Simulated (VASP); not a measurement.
# Lattice of C (Diamond) across functionals and dispersion corrections, part 2 of 3

Aim: relax C (Diamond) at several levels and hold each cell against experiment. LASPH is on for some levels and off for others; the table marks which. The start is a cell from a database of measured crystal structures.

VASP 6.6.1, plane waves and PAW; the level of theory is named at each step.

So far. Step 2 (Relaxation with LDA): It ends with forces that vanish by symmetry and a pressure of -0.09 GPa. The volume lies -2.4 % from that of the database's start, which holds the thermal and zero-point expansion of its experiment. The conventional cell has a = 3.538 Å. Step 3 (Relaxation with PBE): It ends at 5.699 Å³/atom, +0.5 % from the start, with 0.01 GPa left. The conventional cell has a = 3.573 Å.

## (4) Relaxation with r2SCAN

This step: r2SCAN; plane waves and PAW (C) (VASP 6.6.1).

r2SCAN adds the kinetic-energy density, costs more than a GGA and is run with LASPH.

Input file INCAR:

```
SYSTEM = C
PREC = Accurate
ENCUT = 560
EDIFF = 1E-06
NELM = 100
ISMEAR = -1
SIGMA = 0.05
LREAL = .FALSE.
ALGO = Normal
METAGGA = R2SCAN
LASPH = .TRUE.
NBANDS = 10
LORBIT = 11
LWAVE = .FALSE.
LCHARG = .FALSE.
KPAR = 2
IBRION = 2
NSW = 60
ISIF = 3
EDIFFG = -0.01
```

Input file POSCAR:

```
C
1.0
    0.0000000000      1.7833700000      1.7833700000
    1.7833700000      0.0000000000      1.7833700000
    1.7833700000      1.7833700000      0.0000000000
C
2
Direct
    0.0000000000      0.0000000000      0.0000000000
    0.2500000000      0.2500000000      0.2500000000
```

Input file KPOINTS:

```
Automatic mesh
0
Gamma
11 11 11
0 0 0
```

The projector-augmented-wave data sets are C (PBE family, release 64).

On the command line:

```bash
$ mpirun -np 2 vasp_std
```

Numbers of over 12 decimals in the logs are rounded to 6 here.

What it wrote:

```text
[banner, memory and clock lines left out]
running    2 mpi-ranks, on    1 nodes
[...]
[... a notice as in an earlier step ...]

 LDA part: xc-table for (None), standard interpolation
 POSCAR, INCAR and KPOINTS ok, starting setup
[...]
entering main loop
       N       E                     dE             d eps       ncg     rms          rms(c)
DAV:   1    -0.342981013834E+00   -0.34298E+00   -0.53089E+03  1138   0.869E+02
DAV:   2    -0.215781514683E+02   -0.21235E+02   -0.20544E+02  1514   0.135E+02
DAV:   3    -0.219467572174E+02   -0.36861E+00   -0.36745E+00  1346   0.148E+01
DAV:   4    -0.219474412707E+02   -0.68405E-03   -0.68401E-03  1230   0.714E-01
[...]
DAV:   8    -0.196595533027E+02   -0.88165E-03   -0.36436E-03  1248   0.573E-01    0.397E-01
DAV:   9    -0.196599088880E+02   -0.35559E-03   -0.15656E-04  1188   0.159E-01    0.121E-02
DAV:  10    -0.196599092136E+02   -0.32555E-06   -0.28491E-06  1340   0.148E-02
   1 F= -.19659909E+02 E0= -.19659909E+02  d E =-.196599E+02
[...]
DAV:   1    -0.196596696345E+02    0.23925E-03   -0.19182E-02  1206   0.123E+00    0.112E-01
DAV:   2    -0.196598330323E+02   -0.16340E-03   -0.37367E-04  1170   0.179E-01    0.737E-02
DAV:   3    -0.196597939028E+02    0.39129E-04   -0.78314E-05  1188   0.697E-02    0.774E-03
DAV:   4    -0.196597950424E+02   -0.11396E-05   -0.12845E-06  1184   0.115E-02    0.261E-03
DAV:   5    -0.196597954494E+02   -0.40699E-06   -0.51752E-08   572   0.256E-03
   2 F= -.19659795E+02 E0= -.19659795E+02  d E =0.113764E-03
 trial-energy change:    0.000114  1 .order    0.000138   -0.001051    0.001328
 step:   0.4572(harm=  0.4420)  dis= 0.00000  next Energy=   -19.660152 (dE=-0.243E-03)
[...]
N       E                     dE             d eps       ncg     rms          rms(c)
DAV:   1    -0.196601211357E+02   -0.32609E-03   -0.55809E-03  1198   0.661E-01    0.606E-02
DAV:   2    -0.196601720980E+02   -0.50962E-04   -0.11037E-04  1166   0.971E-02    0.399E-02
DAV:   3    -0.196601567277E+02    0.15370E-04   -0.22652E-05  1184   0.375E-02    0.426E-03
DAV:   4    -0.196601564249E+02    0.30281E-06   -0.37072E-07   708   0.624E-03
   3 F= -.19660156E+02 E0= -.19660156E+02  d E =-.247211E-03
[...]
reached required accuracy - stopping structural energy minimisation
```

The job ended after 13 s (2 MPI ranks of Intel Xeon 6975P-C (Granite Rapids), shared host; peak memory 0.22 GiB).

Parts of OUTCAR (step 4):

```text
  Total        0.0010952      0.0010952      0.0010952      0.0000000      0.0000000      0.0000000
  in kB        0.1553077      0.1553077      0.1553077      0.0000000      0.0000000      0.0000000
  external PRESSURE =       0.1553077 kB  Pullay stress =       0.0000000 kB

 POSITION                                       TOTAL-FORCE (eV/Angst)
 -----------------------------------------------------------------------------------
      0.00000      0.00000      0.00000         0.000000      0.000000     -0.000000
      0.89050      0.89050      0.89050        -0.000000     -0.000000      0.000000
 -----------------------------------------------------------------------------------
    total drift:                                0.000000      0.000000      0.000000

  FREE ENERGIE OF THE ION-ELECTRON SYSTEM (eV)
  ---------------------------------------------------
  free  energy   TOTEN  =       -19.6601564249 eV

  energy  without entropy=      -19.6601564249  energy(sigma->0) =      -19.66015642

[... 2 parts as in an earlier step ...]

[... 2 further parts left out ...]
[key lines of the parts left out:]
E-fermi :  10.8238
```

The PAW data sets were made with PBE, which is usual practice but a small mismatch for other functionals.

The steps of the relaxation:

```csv
step,energy less that of the first step (eV),largest force (eV/Å),pressure (GPa),volume (Å³)
1,0.0000,0.0000,-1.70,11.34
2,0.0001,0.0000,2.17,11.25
3,-0.0002,0.0000,0.02,11.30
```

```
conventional cell, symmetrised  before  after  change
                         a (Å)   3.567  3.562  -0.1 %
                         b (Å)   3.567  3.562  -0.1 %
                         c (Å)   3.567  3.562  -0.1 %
              volume (Å³/atom)    5.67   5.65  -0.4 %
```

Final coordinates:

```xyz
2
Lattice="0.0000 1.7810 1.7810 1.7810 0.0000 1.7810 1.7810 1.7810 0.0000" Properties=species:S:1:pos:R:3 pbc="T T T"
C     0.0000    0.0000    0.0000
C     0.8905    0.8905    0.8905
```

It ends at 5.649 Å³/atom, -0.4 % from the start, with 0.02 GPa left. The conventional cell has a = 3.562 Å.

## (5) Relaxation with PBE + D3(BJ)

This step: PBE with D3(BJ); plane waves and PAW (C) (VASP 6.6.1).

A dispersion term adds the long-range attraction that semilocal functionals lack. D3 with Becke-Johnson damping keeps a finite attraction at short range.

Edit INCAR of step 4 so:

```diff
@@ -9,4 +9,4 @@
 ALGO = Normal
-METAGGA = R2SCAN
-LASPH = .TRUE.
+GGA = PE
+IVDW = 12
 NBANDS = 10
```

POSCAR is that of step 4.

KPOINTS is that of step 4.

On the command line:

```bash
$ mpirun -np 2 vasp_std
```

What it wrote:

```text
[... set-up lines as in an earlier step ...]
 entering main loop
       N       E                     dE             d eps       ncg     rms          rms(c)
[... 11 cycles as in an earlier step ...]
   1 F= -.18569512E+02 E0= -.18569512E+02  d E =-.185695E+02
[...]
N       E                     dE             d eps       ncg     rms          rms(c)
DAV:   1    -0.181812262905E+02    0.56853E-02   -0.78091E-02  1194   0.248E+00    0.254E-01
DAV:   2    -0.181803569968E+02    0.86929E-03   -0.92395E-04  1194   0.262E-01    0.143E-01
DAV:   3    -0.181799921650E+02    0.36483E-03   -0.58826E-04  1174   0.178E-01    0.205E-02
DAV:   4    -0.181799921170E+02    0.47975E-07   -0.73114E-06  1202   0.259E-02
   2 F= -.18569057E+02 E0= -.18569057E+02  d E =0.455565E-03
 trial-energy change:    0.000456  1 .order    0.000501   -0.003883    0.004885
 step:   0.4506(harm=  0.4429)  dis= 0.00000  next Energy=   -18.570391 (dE=-0.879E-03)
[...]
N       E                     dE             d eps       ncg     rms          rms(c)
DAV:   1    -0.181852715216E+02   -0.52794E-02   -0.23291E-02  1196   0.134E+00    0.140E-01
DAV:   2    -0.181850100361E+02    0.26149E-03   -0.27382E-04  1188   0.142E-01    0.784E-02
DAV:   3    -0.181848968084E+02    0.11323E-03   -0.17584E-04  1178   0.973E-02    0.108E-02
DAV:   4    -0.181848964854E+02    0.32298E-06   -0.22309E-06  1180   0.143E-02
   3 F= -.18570391E+02 E0= -.18570391E+02  d E =-.878506E-03
[...]
reached required accuracy - stopping structural energy minimisation
```

Run time: 3.2 s. Hardware: 2 MPI ranks; peak memory 0.26 GiB; 5 s of CPU time.

Parts of OUTCAR (step 5):

```text
 Edisp (eV)   -0.38906

 Edisp (eV)   -0.38549

  Total      -0.00025    -0.00025    -0.00025    -0.00000     0.00000     0.00000
  in kB      -0.03578    -0.03578    -0.03578    -0.00000     0.00000     0.00000
  external pressure =       -0.04 kB  Pullay stress =        0.00 kB

 POSITION                                       TOTAL-FORCE (eV/Angst)
 -----------------------------------------------------------------------------------
      0.00000      0.00000      0.00000         0.000000      0.000000      0.000000
      0.88944      0.88944      0.88944        -0.000000     -0.000000     -0.000000
 -----------------------------------------------------------------------------------
    total drift:                                0.000000      0.000000      0.000000

  FREE ENERGIE OF THE ION-ELECTRON SYSTEM (eV)
  ---------------------------------------------------
  free  energy   TOTEN  =       -18.5703906153 eV

  energy  without entropy=      -18.5703906153  energy(sigma->0) =      -18.57039062

[... 2 parts as in an earlier step ...]

[... 2 further parts left out ...]
[key lines of the parts left out:]
E-fermi :  10.7691
```

The steps of the relaxation:

```
step  energy less that of the first step (eV)  largest force (eV/Å)  pressure (GPa)  volume (Å³)
   1                                   0.0000                0.0000           -3.27        11.34
   2                                   0.0005                0.0000            4.19        11.15
   3                                  -0.0009                0.0000            0.00        11.26
```

```
conventional cell, symmetrised  before  after  change
                         a (Å)   3.567  3.558  -0.3 %
                         b (Å)   3.567  3.558  -0.3 %
                         c (Å)   3.567  3.558  -0.3 %
              volume (Å³/atom)    5.67   5.63  -0.8 %
```

Final coordinates:

```
C
1.0
     0.00000    1.77888    1.77888
     1.77888    0.00000    1.77888
     1.77888    1.77888    0.00000
C
2
Direct
  0.00000 0.00000 0.00000
  0.25000 0.25000 0.25000
```

It ends at 5.629 Å³/atom, -0.8 % from the start, with 0.00 GPa left. The conventional cell has a = 3.558 Å. Against plain PBE, the dispersion term moves a by -0.4 %.

## (6) Relaxation with r2SCAN + rVV10

This step: r2SCAN with rVV10; plane waves and PAW (C) (VASP 6.6.1).

LUSE_VDW switches on a nonlocal correlation term for dispersion.

Edit INCAR of step 5 so:

```diff
@@ -9,4 +9,8 @@
 ALGO = Normal
-GGA = PE
-IVDW = 12
+METAGGA = R2SCAN
+LUSE_VDW = .TRUE.
+IVDW_NL = 2
+BPARAM = 11.95
+CPARAM = 0.0093
+LASPH = .TRUE.
 NBANDS = 10
```

POSCAR is that of step 5.

KPOINTS is that of step 5.

On the command line:

```bash
$ mpirun -np 2 vasp_std
```

What it wrote:

```text
[banner, memory and clock lines left out]
running    2 mpi-ranks, on    1 nodes
[...]
|                                                                             |
|               ----> ADVICE to this user running VASP <----                  |
|                                                                             |
|     You have switched on vdW-DFT.                                           |
|     This routine was written and supplied by Jiri Klimes. We recommend      |
|     that you carefully read and cite the following publications:            |
|       J. Klimes, D.R. Bowler, A. Michelides                                 |
|          J. Phys.: Cond Matt. 22 022201 (2010)                              |
|       J. Klimes, D.R. Bowler, A. Michelides                                 |
|          Phys. Rev. B. 83, 195131 (2011)                                    |
|     and references therein.                                                 |
|                                                                             |

[...]
N       E                     dE             d eps       ncg     rms          rms(c)
Total rVV10 correction in eV:      0.0753996     8.0925839
Total rVV10 correction in eV:      0.0753996     8.0925839
DAV:   1    -0.195838762365E+02   -0.78689E-03   -0.13502E-02  1200   0.103E+00    0.944E-02
Total rVV10 correction in eV:      0.0756503     8.0925839
Total rVV10 correction in eV:      0.0756503     8.0925839
DAV:   2    -0.195839997459E+02   -0.12351E-03   -0.27070E-04  1168   0.152E-01    0.620E-02
Total rVV10 correction in eV:      0.0758968     8.0925839
Total rVV10 correction in eV:      0.0758968     8.0925839
DAV:   3    -0.195839647243E+02    0.35022E-04   -0.55723E-05  1192   0.587E-02    0.683E-03
Total rVV10 correction in eV:      0.0759144     8.0925839
Total rVV10 correction in eV:      0.0759144     8.0925839
DAV:   4    -0.195839643327E+02    0.39157E-06   -0.93071E-07  1076   0.978E-03
Total rVV10 correction in eV:      0.0759094     8.0925839
Total rVV10 correction in eV:      0.0759094     8.0925839
Total rVV10 correction in eV:      0.0759116     8.0925839
Total rVV10 correction in eV:      0.0759116     8.0925839
   3 F= -.19583964E+02 E0= -.19583964E+02  d E =-.560694E-03
[...]
reached required accuracy - stopping structural energy minimisation
```

It took 26 s on 2 MPI ranks; peak memory 0.32 GiB.

From OUTCAR (step 6):

```text
  Total        0.0003820      0.0003820      0.0003820     -0.0000000      0.0000000      0.0000000
  in kB        0.0542706      0.0542706      0.0542706     -0.0000000      0.0000000      0.0000000
  external PRESSURE =       0.0542706 kB  Pullay stress =       0.0000000 kB

 POSITION                                       TOTAL-FORCE (eV/Angst)
 -----------------------------------------------------------------------------------
      0.00000      0.00000      0.00000        -0.000000     -0.000000      0.000000
      0.88991      0.88991      0.88991         0.000000      0.000000     -0.000000
 -----------------------------------------------------------------------------------
    total drift:                                0.000000      0.000000      0.000000

  FREE ENERGIE OF THE ION-ELECTRON SYSTEM (eV)
  ---------------------------------------------------
  free  energy   TOTEN  =       -19.5839643327 eV

  energy  without entropy=      -19.5839643327  energy(sigma->0) =      -19.58396433

[... 2 parts as in an earlier step ...]

[... 2 further parts left out ...]
[key lines of the parts left out:]
E-fermi :  10.8401
```

It ends at 5.638 Å³/atom, -0.6 % from the start, with 0.01 GPa left. The conventional cell has a = 3.560 Å. Against plain r2SCAN, the dispersion term moves a by -0.1 %.

## (7) Relaxation with SCAN

This step: SCAN; plane waves and PAW (C) (VASP 6.6.1).

SCAN adds the kinetic-energy density; it is numerically more delicate than r2SCAN.

Edit INCAR of step 6 so:

```diff
@@ -9,7 +9,3 @@
 ALGO = Normal
-METAGGA = R2SCAN
-LUSE_VDW = .TRUE.
-IVDW_NL = 2
-BPARAM = 11.95
-CPARAM = 0.0093
+METAGGA = SCAN
 LASPH = .TRUE.
```

POSCAR is that of step 6.

KPOINTS is that of step 6.

On the command line:

```bash
$ mpirun -np 2 vasp_std
```

What it wrote:

```text
[... set-up lines as in an earlier step ...]
 entering main loop
       N       E                     dE             d eps       ncg     rms          rms(c)
DAV:   1    -0.913154491334E+00   -0.91315E+00   -0.53056E+03  1138   0.868E+02
DAV:   2    -0.220927955186E+02   -0.21180E+02   -0.20490E+02  1512   0.135E+02
DAV:   3    -0.224597669976E+02   -0.36697E+00   -0.36582E+00  1346   0.148E+01
DAV:   4    -0.224604430673E+02   -0.67607E-03   -0.67603E-03  1230   0.707E-01
[...]
DAV:  10    -0.200101544255E+02    0.14668E-04   -0.69188E-06  1276   0.286E-02    0.125E-02
DAV:  11    -0.200101510924E+02    0.33331E-05   -0.95430E-07   774   0.131E-02    0.462E-04
DAV:  12    -0.200101509658E+02    0.12660E-06   -0.16001E-08   578   0.126E-03
   1 F= -.20010151E+02 E0= -.20010151E+02  d E =-.200102E+02
[...]
N       E                     dE             d eps       ncg     rms          rms(c)
DAV:   1    -0.200044756415E+02    0.56755E-02   -0.14241E-01  1234   0.353E+00    0.327E-01
[...]
DAV:   4    -0.200090634483E+02   -0.24804E-04   -0.26964E-05  1212   0.635E-02    0.176E-02
DAV:   5    -0.200090590301E+02    0.44182E-05   -0.30185E-06  1150   0.226E-02    0.803E-04
DAV:   6    -0.200090598115E+02   -0.78134E-06   -0.18919E-08   574   0.156E-03
   2 F= -.20009060E+02 E0= -.20009060E+02  d E =0.109115E-02
 trial-energy change:    0.001091  1 .order    0.001262   -0.007565    0.010089
 step:   0.4428(harm=  0.4285)  dis= 0.00000  next Energy=   -20.011841 (dE=-0.169E-02)
[...]
N       E                     dE             d eps       ncg     rms          rms(c)
DAV:   1    -0.200107633176E+02   -0.17043E-02   -0.44502E-02  1230   0.197E+00    0.182E-01
DAV:   2    -0.200119025413E+02   -0.11392E-02   -0.20413E-03  1144   0.628E-01    0.108E-01
DAV:   3    -0.200118409686E+02    0.61573E-04   -0.30762E-04  1210   0.166E-01    0.129E-02
DAV:   4    -0.200118458804E+02   -0.49118E-05   -0.86543E-06  1208   0.355E-02    0.988E-03
DAV:   5    -0.200118497919E+02   -0.39114E-05   -0.10437E-06   704   0.131E-02    0.602E-04
DAV:   6    -0.200118492621E+02    0.52975E-06   -0.15272E-08   566   0.148E-03
   3 F= -.20011849E+02 E0= -.20011849E+02  d E =-.169830E-02
[...]
reached required accuracy - stopping structural energy minimisation
```

Elapsed: 18 s, on 2 MPI ranks; peak memory 0.23 GiB.

From OUTCAR (step 7):

```text
  Total        0.0065990      0.0065990      0.0065990      0.0000000      0.0000000     -0.0000000
  in kB        0.9417668      0.9417668      0.9417668      0.0000000      0.0000000     -0.0000000
  external PRESSURE =       0.9417668 kB  Pullay stress =       0.0000000 kB

 POSITION                                       TOTAL-FORCE (eV/Angst)
 -----------------------------------------------------------------------------------
      0.00000      0.00000      0.00000         0.000000      0.000000      0.000000
      0.88861      0.88861      0.88861        -0.000000     -0.000000     -0.000000
 -----------------------------------------------------------------------------------
    total drift:                                0.000000      0.000000      0.000000

  FREE ENERGIE OF THE ION-ELECTRON SYSTEM (eV)
  ---------------------------------------------------
  free  energy   TOTEN  =       -20.0118492621 eV

  energy  without entropy=      -20.0118492621  energy(sigma->0) =      -20.01184926

[... 2 parts as in an earlier step ...]

[... 2 further parts left out ...]
[key lines of the parts left out:]
E-fermi :  10.7607
```

It ends at 5.613 Å³/atom, -1.0 % from the start, with 0.09 GPa left. The conventional cell has a = 3.554 Å.

## (8) Relaxation with PBE + TS

This step: PBE with TS; plane waves and PAW (C) (VASP 6.6.1).

The Tkatchenko-Scheffler scheme scales free-atom polarisabilities by Hirshfeld volumes.

Edit INCAR of step 7 so:

```diff
@@ -9,4 +9,4 @@
 ALGO = Normal
-METAGGA = SCAN
-LASPH = .TRUE.
+GGA = PE
+IVDW = 20
 NBANDS = 10
```

POSCAR is that of step 7.

KPOINTS is that of step 7.

On the command line:

```bash
$ mpirun -np 2 vasp_std
```

What it wrote:

```text
[... set-up lines as in an earlier step ...]
 entering main loop
       N       E                     dE             d eps       ncg     rms          rms(c)
[... 11 cycles as in an earlier step ...]
 augmentation electrons   8.003994
 total        electrons   8.003994
 augmentation electrons   4.096674
 total        electrons   4.096674
 augmentation electrons  0.193831
 soft         electrons   7.810163
 total        electrons   8.003994
 translations:           3           3           3
   1 F= -.18590187E+02 E0= -.18590187E+02  d E =-.185902E+02
[...]
2 F= -.18588594E+02 E0= -.18588594E+02  d E =0.159314E-02
[...]
3 F= -.18592193E+02 E0= -.18592193E+02  d E =-.200641E-02
[...]
4 F= -.18592182E+02 E0= -.18592182E+02  d E =-.199480E-02
[...]
reached required accuracy - stopping structural energy minimisation
```

Run time: 5.8 s. Hardware: 2 MPI ranks; peak memory 0.22 GiB; 10 s of CPU time.

From OUTCAR (step 8):

```text
  Edisp (eV):   -0.40932

  Total       0.00153     0.00153     0.00153    -0.00000    -0.00000    -0.00000
  in kB       0.21816     0.21816     0.21816    -0.00000    -0.00000    -0.00000
  external pressure =        0.22 kB  Pullay stress =        0.00 kB

 POSITION                                       TOTAL-FORCE (eV/Angst)
 -----------------------------------------------------------------------------------
      3.55246      3.55246      3.55246         0.000000      0.000000      0.000000
      0.88812      0.88812      0.88812        -0.000000     -0.000000     -0.000000
 -----------------------------------------------------------------------------------
    total drift:                                0.000000      0.000000      0.000000

  FREE ENERGIE OF THE ION-ELECTRON SYSTEM (eV)
  ---------------------------------------------------
  free  energy   TOTEN  =       -18.5921815891 eV

  energy  without entropy=      -18.5921815891  energy(sigma->0) =      -18.59218159

[... 2 parts as in an earlier step ...]

[... 2 further parts left out ...]
[key lines of the parts left out:]
E-fermi :  10.8249
```

It ends at 5.604 Å³/atom, -1.2 % from the start, with 0.02 GPa left. The conventional cell has a = 3.552 Å. Against plain PBE, the dispersion term moves a by -0.6 %.

(Part 2 of 3 ends here.)

[Lines on the potential files, build, host, timing and source positions are cut from VASP's logs without a mark.]

[Logs are printed without paths, hosts, clocks, repeated set-up lines and the standing remarks that a program may print on its own settings, such as how far it seeks lower states.]

[Hosts, paths, dates, database ids (printed as entryN), source tags and the programs' standing remarks are cut or masked in the printed files.]

[A measured line is paired with the nearest computed mode of its activity, which favours agreement.]
